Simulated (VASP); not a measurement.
# Pt (relaxed from the simple-cubic structure, space group Pm-3m): computed properties

Method: r2SCAN meta-GGA, VASP's PBE PAW potentials (set 64) (plane waves; VASP).

- space group: Pm-3m (221)
- cell: a = b = c = 2.6055 Å, α = β = γ = 90.00°
- volume per atom: 17.69 Å^3/atom
- band gap (over mesh and band path): none (metal, semimetal or under 0.01 eV)
- density: 18.31 g/cm³

Space group Pm-3m (No. 221); a = b = c = 2.606 Å, α = β = γ = 90.00°

| atom | site | symmetry | x | y | z |
|---|---|---|---|---|---|
| Pt | 1a | m-3m | 0.0000 | 0.0000 | 0.0000 |

Unless said otherwise, spin-orbit coupling is left out, though it shifts the bands of the heavy elements here.

The structure was generated: Pt was put into the simple-cubic type (Pm-3m), which need not be its known phase. It was relaxed first. Symmetry was kept, so distortions that lower it aren't found.
